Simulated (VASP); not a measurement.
Input:

```yaml
crystal:
  lattice:
    - [4.59167, 0.00000, 0.00000]
    - [0.00000, 4.59167, 0.00000]
    - [0.00000, 0.00000, 4.59167]
  atoms:
    - { symbol: Cs, position: [0.00000, 0.00000, 0.00000] }
    - { symbol: I, position: [0.50000, 0.50000, 0.50000] }
```

Level of theory: SCAN meta-GGA, VASP's PBE PAW potentials (set 64) (plane waves; VASP). Settings: 520 eV cut-off, 7×7×7 Γ-centred mesh, tetrahedra with Blöchl corrections, potentials Cs_sv I.

Unless said otherwise, spin-orbit coupling is left out, though it shifts the bands of the heavy elements here.

**Question.** Estimate the energy per atom (σ→0), band gap (over mesh and band path) with the smallest direct gap where there is one.

**Answer.** 
| Quantity | Result |
|---|---|
| band gap (over mesh and band path) | 4.49 eV |
| smallest direct gap (over mesh and band path) | 4.58 eV |
| energy per atom (σ→0) | -38.983 eV/atom |

Total energies compare only between runs with the same potentials, cut-off and functional.

The compound is CsI in the CsCl type structure. It was relaxed first.
